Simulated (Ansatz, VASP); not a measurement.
**BiAs: VASP beside Ansatz**

Aim: how closely do two programs agree when they are given the same cell, functional and k mesh? The cell is generated by rule, not measured, and may not be a known phase. Of the first pair: The cell is taken from a series of runs on this material, whose earlier steps may have relaxed, scaled, displaced or heated it; both programs get it as it stands.

Main program and level: Ansatz 0.2.0; plane waves, with VASP 6.6.1 beside it; relaxation of cell and atoms at PBEsol.

### 1. Starting point

The structure is cubic, space group Fm-3m (No. 225). The conventional cell has a = 5.942 Å, b = 5.942 Å, c = 5.942 Å, α = 90.00°, β = 90.00°, γ = 90.00°. Nearest to Bi lie 6 As at 2.97 Å. Nearest to As lie 6 Bi at 2.97 Å. Farther neighbours are not listed.

### 2. VASP: relaxation of cell and atoms, PBEsol, pair 1

The relaxed volume is the usual yardstick between codes: in a stiff, nearly cubic crystal its relative difference is about their pressure difference at one cell divided by the bulk modulus.

Lines of VASP's logs that name or quote its potential files are left out, and so is its time.

File INCAR:

```
SYSTEM = BiAs
PREC = Accurate
ENCUT = 500
EDIFF = 1E-07
NELM = 120
ISMEAR = 0
SIGMA = 0.01
LREAL = .FALSE.
ALGO = Normal
GGA = PS
NBANDS = 16
LORBIT = 11
LWAVE = .FALSE.
LCHARG = .FALSE.
ISIF = 3
IBRION = 2
NSW = 80
EDIFFG = -0.005
LASPH = .TRUE.
GGA_COMPAT = .FALSE.
NELMIN = 4
```

File POSCAR:

```
BiAs
1.0
    0.0000000000      2.9712170000      2.9712170000
    2.9712170000      0.0000000000      2.9712170000
    2.9712170000      2.9712170000      0.0000000000
Bi As
1 1
Direct
    0.5000000000      0.5000000000      0.5000000000
    0.0000000000      0.0000000000      0.0000000000
```

File KPOINTS:

```
Automatic mesh
0
Gamma
10 10 10
0 0 0
```

PAW data sets: Bi_d and As (PBE family, release 64).

Run with:

```sh
mpirun -np 1 vasp_std
```

Numbers of over 12 decimals in the logs are rounded to 6 here.

The program printed:

```text
[banner, memory and clock lines left out]
running    1 mpi-ranks, on    1 nodes
 distrk:  each k-point on    1 cores,    1 groups
 distr:  one band on    1 cores,    1 groups

 POSCAR found type information on POSCAR BiAs
 POSCAR found :  2 types and       2 ions
|                                                                             |
|               ----> ADVICE to this user running VASP <----                  |
|                                                                             |
|     You enforced a specific xc type in the INCAR file but a different       |
|     [... a line on the potential file left out ...]
|     I HOPE YOU KNOW WHAT YOU ARE DOING!                                     |
|                                                                             |

 LDA part: xc-table for (Slater+PW92), standard interpolation
 POSCAR, INCAR and KPOINTS ok, starting setup
 FFT: planning ... GRIDC
 FFT: planning ... GRID_SOFT
 FFT: planning ... GRID
 WAVECAR not read
 entering main loop
       N       E                     dE             d eps       ncg     rms          rms(c)
DAV:   1     0.141300831265E+03    0.14130E+03   -0.10555E+04  1504   0.134E+03
DAV:   2    -0.228450746213E+00   -0.14153E+03   -0.13862E+03  1616   0.339E+02
DAV:   3    -0.937935516044E+01   -0.91509E+01   -0.91277E+01  1920   0.854E+01
DAV:   4    -0.957940281105E+01   -0.20005E+00   -0.20001E+00  1920   0.142E+01
DAV:   5    -0.958592902543E+01   -0.65262E-02   -0.65262E-02  2024   0.229E+00    0.230E+00
DAV:   6    -0.940332215760E+01    0.18261E+00   -0.59692E-01  2288   0.475E+00    0.120E+00
DAV:   7    -0.940227365450E+01    0.10485E-02   -0.63486E-02  1760   0.124E+00    0.567E-01
DAV:   8    -0.940159414654E+01    0.67951E-03   -0.54811E-03  1960   0.670E-01    0.847E-02
DAV:   9    -0.940141359083E+01    0.18056E-03   -0.13396E-03  2016   0.246E-01    0.516E-02
DAV:  10    -0.940142243460E+01   -0.88438E-05   -0.10269E-04  1888   0.607E-02    0.383E-02
DAV:  11    -0.940141891952E+01    0.35151E-05   -0.22303E-05  2264   0.320E-02    0.148E-02
DAV:  12    -0.940141774350E+01    0.11760E-05   -0.29394E-06  1912   0.103E-02    0.298E-03
DAV:  13    -0.940141765541E+01    0.88093E-07   -0.87836E-08  1280   0.348E-03
   1 F= -.94014177E+01 E0= -.94014177E+01  d E =-.940142E+01
 curvature:   0.00 expect dE= 0.000E+00 dE for cont linesearch  0.000E+00
 trial: gam= 0.00000 g(F)=  0.540E-59 g(S)=  0.143E-04 ort = 0.000E+00 (trialstep = 0.100E+01)
 search vector abs. value=  0.143E-04
 bond charge predicted
       N       E                     dE             d eps       ncg     rms          rms(c)
DAV:   1    -0.940161902272E+01   -0.20128E-03   -0.51640E-03  1928   0.110E+00    0.731E-02
DAV:   2    -0.940146141616E+01    0.15761E-03   -0.27498E-04  1920   0.270E-01    0.305E-02
DAV:   3    -0.940142904905E+01    0.32367E-04   -0.13527E-04  2000   0.168E-01    0.433E-03
DAV:   4    -0.940142902797E+01    0.21073E-07   -0.32311E-06  1720   0.179E-02    0.272E-03
DAV:   5    -0.940142850175E+01    0.52622E-06   -0.47464E-07  1928   0.643E-03    0.833E-04
DAV:   6    -0.940142830649E+01    0.19526E-06   -0.62275E-08   976   0.297E-03    0.357E-04
DAV:   7    -0.940142839844E+01   -0.91954E-07   -0.18158E-08   864   0.135E-03
   2 F= -.94014284E+01 E0= -.94014284E+01  d E =-.107430E-04
 trial-energy change:   -0.000011  1 .order   -0.000006   -0.000014    0.000002
 step:   0.9566(harm=  0.8867)  dis= 0.00000  next Energy=    -9.401428 (dE=-0.108E-04)
 reached required accuracy - stopping structural energy minimisation
```

OUTCAR, selected parts (step 2):

```text
ion  position               nearest neighbor table
   1  0.500  0.500  0.500-   2 2.97   2 2.97   2 2.97   2 2.97   2 2.97   2 2.97
   2  0.000  0.000  0.000-   1 2.97   1 2.97   1 2.97   1 2.97   1 2.97   1 2.97

  LATTYP: Found a face centered cubic cell.
 ALAT       =     5.9424340000

 Subroutine GETGRP returns: Found 48 space group operations
 (whereof 48 operations were pure point group operations)

The static configuration has the point symmetry O_h .

 Found     47 irreducible k-points:

   k-points           NKPTS =     47   k-points in BZ     NKDIM =     47   number of bands    NBANDS=     16

   dimension x,y,z NGX =    32 NGY =   32 NGZ =   32
   dimension x,y,z NGXF=    64 NGYF=   64 NGZF=   64

   ENCUT  =  500.0 eV  36.75 Ry    6.06 a.u.   7.66  7.66  7.66*2*pi/ulx,y,z

   NELECT =      20.0000    total number of electrons

 k-points in reciprocal lattice and weights: Automatic mesh
   0.00000000  0.00000000  0.00000000       0.001
   0.10000000  0.00000000  0.00000000       0.008
   0.20000000  0.00000000  0.00000000       0.008
   0.30000000  0.00000000  0.00000000       0.008
   0.40000000  0.00000000  0.00000000       0.008
   0.50000000  0.00000000  0.00000000       0.004
   0.10000000  0.10000000  0.00000000       0.006
   0.20000000  0.10000000  0.00000000       0.024
   0.30000000  0.10000000  0.00000000       0.024
[...]
-0.30000000  0.40000000  0.20000000       0.024
  -0.30000000  0.50000000  0.20000000       0.012

 average (electrostatic) potential at core
       1-104.3672       2 -47.7617

 E-fermi :   6.4987

 k-point     1 :       0.0000    0.0000    0.0000
  band No.  band energies     occupation
    ...
      6      -7.4411      2.00000
      7       0.2135      2.00000
      8       4.9020      2.00000
      9       4.9020      2.00000
     10       4.9020      2.00000
     11      10.3224      0.00000
     12      10.3224      0.00000
     13      10.3224      0.00000
     14      12.2554      0.00000
     15      12.2554      0.00000
    ...

 k-point     2 :       0.1000    0.0000    0.0000
  band No.  band energies     occupation
    ...
      6      -7.3251      2.00000
      7      -0.1755      2.00000
      8       4.9324      2.00000
      9       4.9324      2.00000
     10       5.0840      2.00000
     11       9.7341      0.00000
     12       9.8296      0.00000
     13       9.8296      0.00000
     14      12.0274      0.00000
     15      12.4837      0.00000
    ...

 k-point     3 :       0.2000    0.0000    0.0000
  band No.  band energies     occupation
    ...
      6      -6.9793      2.00000
      7      -1.1230      2.00000
      8       5.0362      2.00000
      9       5.0362      2.00000
     10       5.4343      2.00000
     11       8.6924      0.00000
     12       8.8464      0.00000
     13       8.8464      0.00000
     14      12.1050      0.00000
     15      13.1172      0.00000
    ...

  Total       -0.0017956     -0.0017956     -0.0017956      0.0000000     -0.0000000     -0.0000000
  in kB       -0.0547843     -0.0547843     -0.0547843      0.0000000     -0.0000000     -0.0000000
  external PRESSURE =      -0.0547843 kB  Pullay stress =       0.0000000 kB

  energy-cutoff  :      500.00
  volume of cell :       52.51
      direct lattice vectors                 reciprocal lattice vectors
    -0.000000000  2.972223854  2.972223854    -0.168224207  0.168224207  0.168224207
     2.972223854 -0.000000000  2.972223854     0.168224207 -0.168224207  0.168224207
     2.972223854  2.972223854  0.000000000     0.168224207  0.168224207 -0.168224207

 POSITION                                       TOTAL-FORCE (eV/Angst)
 -----------------------------------------------------------------------------------
      2.97222      2.97222      2.97222         0.000000      0.000000     -0.000000
      2.97222      2.97222      5.94445         0.000000     -0.000000      0.000000
 -----------------------------------------------------------------------------------
    total drift:                               -0.000000     -0.000000      0.000000

  FREE ENERGIE OF THE ION-ELECTRON SYSTEM (eV)
  ---------------------------------------------------
  free  energy   TOTEN  =        -9.4014283984 eV

  energy  without entropy=       -9.4014283984  energy(sigma->0) =       -9.40142840

 reached required accuracy - stopping structural energy minimisation

 total charge
# of ion       s       p       d       tot
------------------------------------------
    1        1.564   1.193   9.951  12.709
    2        1.279   1.417   0.026   2.723
--------------------------------------------------
tot          2.844   2.611   9.978  15.432

[... 3 further parts left out ...]
```

CONTCAR:

```
BiAs
   1.00000000000000
    -0.0000000000000000    2.9722238539221477    2.9722238539221477
     2.9722238539221477   -0.0000000000000000    2.9722238539221477
     2.9722238539221477    2.9722238539221477    0.0000000000000000
  Bi              As
     1     1
Direct
     0.5000000000000000    0.5000000000000000    0.5000000000000000
     1.0000000000000000    1.0000000000000000    0.0000000000000000
```

The PAW data sets were made with PBE, which is usual practice but a small mismatch for other functionals. The run keeps the 48 symmetry operations of its start, so it cannot find a distortion of lower symmetry.

### 3. Ansatz: relaxation of cell and atoms, PBEsol, pair 1

Ansatz runs on its default PAW (the set named soft_2) files.

The same cell, functional, mesh and smearing now go to Ansatz, which takes its cutoff from its data sets.

File input.yaml:

```yaml
crystal:
  lattice:
    - [0.0, 2.9712171232, 2.9712171232]
    - [2.9712171232, 0.0, 2.9712171232]
    - [2.9712171232, 2.9712171232, 0.0]
  atoms:
    - { symbol: Bi, position: [0.5, 0.5, 0.5] }
    - { symbol: As, position: [0.0, 0.0, 0.0] }
kpoints:
  mp_grid: { grid: [10, 10, 10] }
hamiltonian:
  xc: pbesol
scf:
  occupations: { method: gaussian, width: 0.01 }
output:
  forces: true
  stress: true
  eigenvalues: true
relax:
  adjacent_minimum: "off"
  f_tol: 0.005
  max_steps: 80
  cell: { stress_tol: 0.05 }
```

Run with:

```sh
ansatz run input.yaml --threads 4 --pin off --max-ram 8192MiB --backend cpu --events-out ev --progress --plain --runs-dir out
```

The program printed:

```text
Engine: ansatz 0.2.0, aarch64-unknown-linux-gnu
Pseudopotentials: kind: paw
Pseudopotential: Bi, paw, valence charge 15, recommended cutoff 420 eV (normal), Bi.paw.azcp
Pseudopotential: As, paw, valence charge 15, recommended cutoff 420 eV (normal), As.paw.azcp
Functional definition: PBEsol
  exchange = pbesol_x
  correlation = pbesol_c
Crystal: 2 atoms, lattice volume = 52.461 Å³
Basis set: ecut = 420 eV, 965 PW (Γ), exchange–correlation on 60×60×60 points (8 copies of the dense FFT grid, shifted against one another)
Bands: 19, of which v1, the nominal top of the filled ones, is band 15 counted from 1 (14 counted from 0)
Symmetry: 48 space group operations
Space group: Fm-3m (ITA 225), of the structure as read, at distance tolerance 3.7e-5 Å
k-points: 47 of 1000
Non-local potential: Bi, projectors of the file, l = 0: 2, l = 1: 2, l = 2: 2, l = 3: 2
Non-local potential: As, projectors of the file, l = 0: 2, l = 1: 2, l = 2: 3, l = 3: 1
PAW form: soft (Blöchl's): semilocal exchange-correlation on the pseudo side does not see the compensation charge
PAW frozen core: Bi, regenerated for the run's functional, and the local potential with it (the file was generated under x = pbe(κ = 0.804, μ = 0.219515), c = pbe(β = 0.066725))
PAW frozen core: As, regenerated for the run's functional, and the local potential with it (the file was generated under x = pbe(κ = 0.804, μ = 0.219515), c = pbe(β = 0.066725))
PAW one-centre angular grid: Bi, 590 points (default); XC on 64 Gauss nodes
PAW one-centre angular grid: As, 590 points (default); XC on 64 Gauss nodes
Initial density: superposition of atomic densities (neutral atoms: chi_scale 0, normalization atom), corrected by the library's trained network
Initial wavefunctions: pseudopotential atomic-orbital guess
Functional: x = pbesol(κ = 0.804, μ = 0.123457), c = pbesol(β = 0.046)
SCF iter   1: F=—  HF=-17055.014359 eV  |F-HF|=—  |Δ(HF+E_count)|=         —  Δρ=1.17e-3  dr2=5.85e-4  ethr=1.77e-3  ⟨swp⟩=6.4  Hψ=4115  notcnv=0
preconditioner: auto → none  [insulator: Δε(μ)=0.096 eV  Ē_g=9.567 eV  σ=0.010 eV  W_gap=1.00  n_scr=14 (ndim 8)  ℏωp=16.2 eV  f_vac=0.000  D(μ)=0.00/eV (n_scr^D=0)  ε∞_Penn≈3.9]
SCF iter   2: F=—  HF=-17055.013197 eV  |F-HF|=—  |Δ(HF+E_count)|=   1.16e-3  Δρ=6.17e-4  dr2=1.31e-4  ethr=1.95e-6  ⟨swp⟩=3.0  Hψ=2302  notcnv=0
SCF iter   3: F=—  HF=-17055.013234 eV  |F-HF|=—  |Δ(HF+E_count)|=   3.74e-5  Δρ=1.74e-4  dr2=1.29e-5  ethr=4.35e-7  ⟨swp⟩=2.0  Hψ=1364  notcnv=0
SCF iter   4: F=—  HF=-17055.013241 eV  |F-HF|=—  |Δ(HF+E_count)|=   7.11e-6  Δρ=5.45e-5  dr2=1.07e-6  ethr=4.30e-8  ⟨swp⟩=2.0  Hψ=1175  notcnv=0
iter 5 did not close the SCF: its close was put off for the readings that it lacked (scf_convergence_deferred on its scf_iter line)
SCF iter   5: F=-17055.013242 eV  HF=-17055.013242 eV  |F-HF|=1.05e-9  |Δ(HF+E_count)|=   6.82e-7  Δρ=3.33e-6  dr2=4.55e-9  ethr=3.55e-9  ⟨swp⟩=2.0  Hψ=1108  notcnv=0
SCF iter   6: F=-17055.013242 eV  HF=-17055.013242 eV  |F-HF|=1.31e-10  |Δ(HF+E_count)|=  1.49e-10  Δρ=5.36e-7  dr2=1.22e-10  ethr=1.52e-11  ⟨swp⟩=2.2  Hψ=3342  notcnv=0
SCF 1 converged in 6 iterations: F = -17055.013242 eV  dr2 = 1.22e-10
  greatest PAW one-centre occupation: 0.999 electrons in one spin orbital (limit 2), on the As atom at site 1 (counted from 0), in its partial waves of l = 2
relax step   1: F+E_penalty+E_count = -17055.01324201 eV  Δ(F+E_penalty+E_count) = +0.000e0 eV  max|allowed force component| = 7.218e-29 eV/Å  Δτ_max = 0.0000 Å  P = -0.006 GPa  Ω = 52.461 Å³  (6 SCF iters, dr2 threshold 1.00e-7 eV, accepted)
Initial density: handed on by an earlier stage of this run
Initial wavefunctions: pseudopotential atomic-orbital guess (no wavefunctions were taken with the density)
iter 1 solved again at ethr=1.17e-7 eV; its pass at ethr=3.10e-3 eV (dr2=3.50e-5 eV) is discarded
SCF iter   1: F=—  HF=-17055.013267 eV  |F-HF|=—  |Δ(HF+E_count)|=         —  Δρ=9.02e-7  dr2=3.23e-10  ethr=1.17e-7  ⟨swp⟩=3.8  Hψ=6789  notcnv=0
eigensolver tolerance schedule: the retry pair's looser diagonalisation over-reported the residual by 108542.92 of it (diagonalisation noise at an unbounded share of the residual, at the tolerance the schedule requests for it); recorded, not acted on — ethr = c·dr2/N_el stays at c = 1.0e-1
preconditioner: auto → none  [insulator: Δε(μ)=0.095 eV  Ē_g=9.568 eV  σ=0.010 eV  W_gap=1.00  n_scr=14 (ndim 8)  ℏωp=16.2 eV  f_vac=0.000  D(μ)=0.00/eV (n_scr^D=0)  ε∞_Penn≈3.9]
SCF iter   2: F=—  HF=-17055.013242 eV  |F-HF|=—  |Δ(HF+E_count)|=   2.48e-5  Δρ=5.73e-7  dr2=1.64e-10  ethr=1.08e-12  ⟨swp⟩=4.0  Hψ=2565  notcnv=0
SCF iter   3: F=—  HF=-17055.013242 eV  |F-HF|=—  |Δ(HF+E_count)|=  9.09e-11  Δρ=3.26e-7  dr2=4.79e-11  ethr=1.00e-12  ⟨swp⟩=2.0  Hψ=1128  notcnv=0
iter 4 did not close the SCF: its close was put off for the readings that it lacked (scf_convergence_deferred on its scf_iter line)
SCF iter   4: F=-17055.013242 eV  HF=-17055.013242 eV  |F-HF|=7.28e-12  |Δ(HF+E_count)|=  2.18e-11  Δρ=8.01e-8  dr2=2.74e-12  ethr=1.00e-12  ⟨swp⟩=2.9  Hψ=1599  notcnv=0
iter 5 did not close the SCF: its close was put off for the readings that it lacked (scf_convergence_deferred on its scf_iter line)
SCF iter   5: F=-17055.013242 eV  HF=-17055.013242 eV  |F-HF|=0.00e0  |Δ(HF+E_count)|=  3.64e-12  Δρ=1.44e-8  dr2=6.44e-14  ethr=1.00e-12  ⟨swp⟩=1.0  Hψ=893  notcnv=0
iter 6 did not close the SCF: its close was put off for the readings that it lacked (scf_convergence_deferred on its scf_iter line)
SCF iter   6: F=-17055.013242 eV  HF=-17055.013242 eV  |F-HF|=3.64e-12  |Δ(HF+E_count)|=    0.00e0  Δρ=7.62e-9  dr2=2.74e-14  ethr=1.00e-12  ⟨swp⟩=1.0  Hψ=893  notcnv=0
iter 7 did not close the SCF: its close was put off for the readings that it lacked (scf_convergence_deferred on its scf_iter line)
SCF iter   7: F=-17055.013242 eV  HF=-17055.013242 eV  |F-HF|=7.28e-12  |Δ(HF+E_count)|=    0.00e0  Δρ=2.47e-9  dr2=2.67e-15  ethr=1.00e-12  ⟨swp⟩=1.0  Hψ=893  notcnv=0
SCF iter   8: F=-17055.013242 eV  HF=-17055.013242 eV  |F-HF|=0.00e0  |Δ(HF+E_count)|=    0.00e0  Δρ=6.21e-10  dr2=1.69e-16  ethr=1.00e-12  ⟨swp⟩=2.6  Hψ=2710  notcnv=0
SCF 2 converged in 8 iterations: F = -17055.013242 eV  dr2 = 1.69e-16
relax step   2: F+E_penalty+E_count = -17055.01324201 eV  Δ(F+E_penalty+E_count) = -1.382e-10 eV  max|allowed force component| = 8.894e-29 eV/Å  Δτ_max = 0.0000 Å  P = -0.006 GPa  Ω = 52.461 Å³  stress off target by 6.04e-3 GPa  SCF on the basis re-selected at this cell (its energy is not comparable with the rows above)  (8 SCF iters)
basis re-selected at this cell: Δ(F+E_penalty+E_count) = -1.382e-10 eV, ΔP = -0.000 GPa vs the last step (what re-selecting the basis moved, of the pressure what is left beyond the Pulay correction that the steps carried, after the strain that the cell walked since its last selection, with what the two solves' SCF thresholds leave and, on support functions, any second-order correction that the steps lacked; it is no  [...]
SCF converged after 8 iterations
Free energy (F): -17055.013242 eV
Harris-Foulkes:  -17055.013242 eV  (|F-HF|=0.00e0)
Internal energy: -17055.013242 eV  (E = F + TS)
E sigma→0 (E₀):  -17055.013242 eV
Fermi energy:    10.961572 eV
--- Per-component energies (eV) ---
  E_band       = -312.828056
  E_kinetic    = 405.297384
  E_local      = -3127.720166  (includes V_loc(G=0)·N_el)
  E_nonlocal   = -105.618467
  E_hartree    = 1397.337147
  E_xc         = -229.478657
  E_vxc        = -223.981314  (∫ρ·V_xc dr)
  E_paw        = -12301.996692  (= ΣΔE_a)
  E_vpaw       = -55.479332  (= ΣTr[D̂ρ^β])
  E_aug_tail   = -0.000456  (compensation charges beyond the density's cutoff)
  E_ewald      = -3093.889517
  E_core_change = 1.056181  (= ΣΔE_core)
  E_smearing   = -0.000000  (= −TS)
  E_closure    = -0.000000  (closes the sum)
  Σ components = -17055.013242   (vs F -17055.013242, Δ=0.00e0)
--- Forces (eV/Å), atoms counted from 1 ---
  atom   1  Bi     0.00000000    -0.00000000    -0.00000000
  atom   2  As    -0.00000000     0.00000000     0.00000000
  max |Σ_I F_I| component: 1.76e-28 eV/Å
--- Stress (GPa, compression-positive) ---
       -0.006039       0.000000       0.000000
        0.000000      -0.006039      -0.000000
        0.000000       0.000000      -0.006039
  P = ⅓ Tr σ = -0.0060 GPa (-0.060 kbar)
--- Band table (eV; the first three rows and the last of 47) ---
  k-point 0: bands = [... 11 lower, 4.6731, 9.3530, 9.3530, 9.3530, 14.7805, 14.7805, 14.7805, 16.7189]
  k-point 1: bands = [... 11 lower, 4.2831, 9.3835, 9.3835, 9.5362, 14.1917, 14.2874, 14.2874, 16.4872]
  k-point 2: bands = [... 11 lower, 3.3337, 9.4874, 9.4874, 9.8884, 13.1494, 13.3033, 13.3033, 16.5626]
  k-point 46: bands = [... 11 lower, 0.9100, 5.6843, 6.3379, 10.0054, 12.5862, 15.5892, 17.0519, 17.5149]
--- Relaxed structure (1 steps of the walk, 1 accepted, 1 SCFs on fresh bases) ---
  F+E_penalty+E_count = -17055.01324201 eV   max|allowed force component| = 8.894e-29 eV/Å   (the final SCF, on the basis selected at the relaxed cell)
  cell:  # Å, volume = 52.4606 Å³
    - [0.0, 2.9712171232, 2.9712171232]
    - [2.9712171232, 0.0, 2.9712171232]
    - [2.9712171232, 2.9712171232, 0.0]
  atoms:
    - { symbol: Bi, position: [0.5, 0.5, 0.5] }
    - { symbol: As, position: [0.0, 0.0, 0.0] }
```

The column dr2 measures how far the density is from self-consistency, as an energy; F and HF (Harris–Foulkes) agree once it is small.

### 4. Differences

Known differences besides the potentials themselves: the data sets hold 30 valence electrons in Ansatz (on its default PAW (the set named soft_2) files) and 20 in VASP; the cutoff is 420 eV in Ansatz and 500 eV in VASP; Ansatz makes its cores anew for this functional, VASP keeps those of its PBE data sets; Ansatz adds a Pulay correction to the stress that steers its cell, VASP none. Total energies have different zeros and are not compared.

Compared:

| quantity | Ansatz | VASP | difference |
| --- | --- | --- | --- |
| volume (Å³) | 52.46 | 52.51 | -0.10 % |
| edge a after relaxation, in the typed setting (Å) | 4.202 | 4.203 | -0.04 % |

(Continued in part 2 of 2.)

[Lines on the potential files, build, host, timing and source positions are cut from VASP's logs without a mark.]

[Logs are printed without paths, hosts, clocks, repeated set-up lines and the standing remarks that a program may print on its own settings, such as how far it seeks lower states.]

[Hosts, paths, dates, database ids (printed as entryN), source tags and the programs' standing remarks are cut or masked in the printed files.]
